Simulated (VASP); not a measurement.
Wanted: the native input for a VASP 6.6.1 run.

* Task: band structure
* Functional: r2SCAN
* Potentials or basis: VASP PAW PBE potentials, release 64 (In_d, Sb)
* Cutoff: 520 eV
* k mesh: 10 × 10 × 10
* Occupations: gaussian, width 0.03 eV
* Spin: no spin polarisation
* Further INCAR settings: ALGO = Normal; EDIFF = 1e-07; NBANDS = 16

The structure of InSb lies in POSCAR:

```
InSb                                    
1.0
    0.0000000000      3.2603245817      3.2603245817
    3.2603245817      0.0000000000      3.2603245817
    3.2603245817      3.2603245817      0.0000000000
  In              Sb            
     1     1
Direct
     0.0000000000000000    0.0000000000000000    0.0000000000000000
     0.2500000000000000    0.2500000000000000    0.2500000000000000
```

One way to write it, as run:

INCAR

```
PREC = Accurate
ENCUT = 520
EDIFF = 1E-7
ISMEAR = 0
SIGMA = 0.03
LREAL = False
LASPH = True
NELM = 80
ALGO = Normal
ISIF = 2
LWAVE = False
LCHARG = False
METAGGA = R2SCAN
LMIXTAU = True
NBANDS = 16
```

KPOINTS

```
regular mesh
0
Gamma
  10 10 10
```

KPOINTS_OPT

```
explicit points
159
Reciprocal
 0.0000000000  0.0000000000  0.0000000000 1
 0.0357142857  0.0000000000  0.0357142857 1
 0.0714285714  0.0000000000  0.0714285714 1
 0.1071428571  0.0000000000  0.1071428571 1
 0.1428571429  0.0000000000  0.1428571429 1
 0.1785714286  0.0000000000  0.1785714286 1
[... 151 lines left out ...]
 0.4250000000  0.0000000000  0.4250000000 1
 0.4500000000  0.0000000000  0.4500000000 1
```

Potentials or basis: VASP PAW PBE potentials, release 64 (In_d, Sb).

Launch:

```bash
$ cat potpaw_PBE.64/In_d/POTCAR potpaw_PBE.64/Sb/POTCAR > POTCAR
$ mpirun -np 1 vasp_std > vasp.out
```

It gave:

The pressure is 0.7 GPa and the band gap on the k mesh is 0.12 eV, direct. The band gap along the path is 0.12 eV, direct.

Caveat: the PAW data sets were made with another functional, which shifts forces and pressure a little; spin-orbit coupling is left out, which moves the levels of the heavy elements.

It took 7.7 min on 1 thread of Intel(R) Xeon(R) Platinum 8375C CPU @ 2.90GHz (Ice Lake) (shared host), peak memory 0.25 GiB.
